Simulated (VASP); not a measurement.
```yaml
crystal:
  lattice:
    - [1.64468, -2.84867, 0.00000]
    - [1.64468, 2.84867, 0.00000]
    - [0.00000, 0.00000, 5.09986]
  atoms:
    - { symbol: Sc, position: [0.33333, 0.66667, 0.25000] }
    - { symbol: Sc, position: [0.66667, 0.33333, 0.75000] }
```

Method: rev-vdW-DF2, VASP's PBE PAW potentials (set 64) (plane waves; VASP). Settings: 520 eV cut-off, 14×14×8 Γ-centred mesh, tetrahedra with Blöchl corrections, potentials Sc_sv.

Task: Predict the energy per atom (σ→0), band gap (on the k-mesh) with the smallest direct gap where there is one.

Result: 
```
Property                                                    Result
------------------------  ----------------------------------------
band gap (on the k-mesh)  none (metal, semimetal or under 0.01 eV)
energy per atom (σ→0)                               -3.894 eV/atom
```

The absolute energy has meaning only against runs of the same code, potentials and settings.

The compound is Sc in the hcp structure. It was relaxed first.
